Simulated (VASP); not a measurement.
OSZICAR of a VASP run on Zn3CdSe4 (space group P-43m):

File OSZICAR:
```
       N       E                     dE             d eps       ncg     rms          rms(c)
DAV:   1     0.428048422559E+03    0.42805E+03   -0.29252E+04   860   0.154E+03
DAV:   2    -0.654261938775E+02   -0.49347E+03   -0.48100E+03   895   0.381E+02
DAV:   3    -0.122103637142E+03   -0.56677E+02   -0.56267E+02   992   0.134E+02
DAV:   4    -0.123735325450E+03   -0.16317E+01   -0.16268E+01   984   0.223E+01
DAV:   5    -0.123751122713E+03   -0.15797E-01   -0.15787E-01  1007   0.213E+00    0.111E+01
DAV:   6    -0.114617730777E+03    0.91334E+01   -0.84129E+00  1084   0.444E+01    0.106E+01
DAV:   7    -0.109987087262E+03    0.46306E+01   -0.21038E+00   901   0.118E+01    0.610E+00
DAV:   8    -0.111690211001E+03   -0.17031E+01   -0.17503E+00   878   0.661E+00    0.148E+00
DAV:   9    -0.110476011850E+03    0.12142E+01   -0.52349E-01   878   0.421E+00    0.696E-01
DAV:  10    -0.110340096155E+03    0.13592E+00   -0.16575E-01   878   0.252E+00    0.350E-01
DAV:  11    -0.110452914042E+03   -0.11282E+00   -0.51313E-02   899   0.141E+00    0.152E-01
DAV:  12    -0.110496117266E+03   -0.43203E-01   -0.23993E-02   881   0.757E-01    0.993E-02
DAV:  13    -0.110480614670E+03    0.15503E-01   -0.15665E-02   903   0.759E-01    0.839E-02
DAV:  14    -0.110493188738E+03   -0.12574E-01   -0.34056E-03   881   0.358E-01    0.340E-02
DAV:  15    -0.110497655228E+03   -0.44665E-02   -0.52435E-03   884   0.404E-01    0.294E-02
DAV:  16    -0.110497827548E+03   -0.17232E-03   -0.24309E-04   913   0.116E-01    0.162E-02
DAV:  17    -0.110498227442E+03   -0.39989E-03   -0.23754E-04   896   0.901E-02    0.414E-03
DAV:  18    -0.110498226529E+03    0.91244E-06   -0.12416E-05   913   0.218E-02    0.338E-03
DAV:  19    -0.110498223734E+03    0.27954E-05   -0.18163E-06   665   0.986E-03    0.312E-03
DAV:  20    -0.110498230613E+03   -0.68790E-05   -0.30364E-06   664   0.964E-03    0.132E-03
DAV:  21    -0.110498230927E+03   -0.31415E-06   -0.34886E-07   484   0.342E-03
   1 F= -.11049823E+03 E0= -.11049823E+03  d E =-.110498E+03
```

Question: Which electronic solver shows in the log?

Answer: It is blocked Davidson (ALGO = Normal, or the opening steps of other solvers). The INCAR had ALGO = Normal.

Question: Can the final energy be trusted as converged?

Answer: The calculation finished and met its thresholds. It stopped with EDIFF = 1E-6, NELM = 100, NSW = 60 and EDIFFG = -0.02 after 1 ionic step (r2SCAN meta-GGA, plane waves, VASP's PBE PAW potentials (set 64)).

The structure comes from a computed database's Zn3CdSe4 entry (P-43m); how it stands against other phases isn't given here. It was relaxed first. The start is the result of an earlier pass.
